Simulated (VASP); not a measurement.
OSZICAR of a VASP run on Nb (relaxed from the simple-cubic structure, space group Pm-3m):

OSZICAR:
```
       N       E                     dE             d eps       ncg     rms          rms(c)
DAV:   1     0.943740532159E+02    0.94374E+02   -0.65915E+03  2464   0.106E+03
DAV:   2    -0.579422925548E+01   -0.10017E+03   -0.97060E+02  2638   0.373E+02
DAV:   3    -0.100292093726E+02   -0.42350E+01   -0.40635E+01  3628   0.643E+01
DAV:   4    -0.102278845279E+02   -0.19868E+00   -0.19744E+00  3138   0.123E+01
DAV:   5    -0.102380071946E+02   -0.10123E-01   -0.10170E-01  3908   0.220E+00    0.739E+00
DAV:   6    -0.993490030276E+01    0.30311E+00   -0.67876E-01  3684   0.983E+00    0.279E+00
DAV:   7    -0.991155370111E+01    0.23347E-01   -0.15766E-01  3718   0.472E+00    0.913E-01
DAV:   8    -0.991597568126E+01   -0.44220E-02   -0.11524E-02  2672   0.155E+00    0.543E-02
DAV:   9    -0.991600483761E+01   -0.29156E-04   -0.82404E-04  3984   0.250E-01    0.453E-02
DAV:  10    -0.991600828308E+01   -0.34455E-05   -0.98935E-06  2766   0.305E-02    0.374E-02
DAV:  11    -0.991600022359E+01    0.80595E-05   -0.18778E-05  2538   0.817E-02    0.455E-03
DAV:  12    -0.991600025993E+01   -0.36343E-07   -0.29696E-07  2730   0.609E-03
   1 F= -.99160003E+01 E0= -.99160003E+01  d E =0.000000E+00
```

Problem. Which electronic solver shows in the log?

Solution. It is blocked Davidson (ALGO = Normal, or the opening steps of other solvers). The INCAR had ALGO = Normal.

Problem. Can the final energy be trusted as converged?

Solution. The calculation finished and met its thresholds. It stopped with EDIFF = 1E-7, NELM = 100 (PBEsol GGA, plane waves, VASP's PBE PAW potentials (set 64)).

The structure was generated: Nb was put into the simple-cubic type (Pm-3m), which need not be its known phase. It was relaxed first.
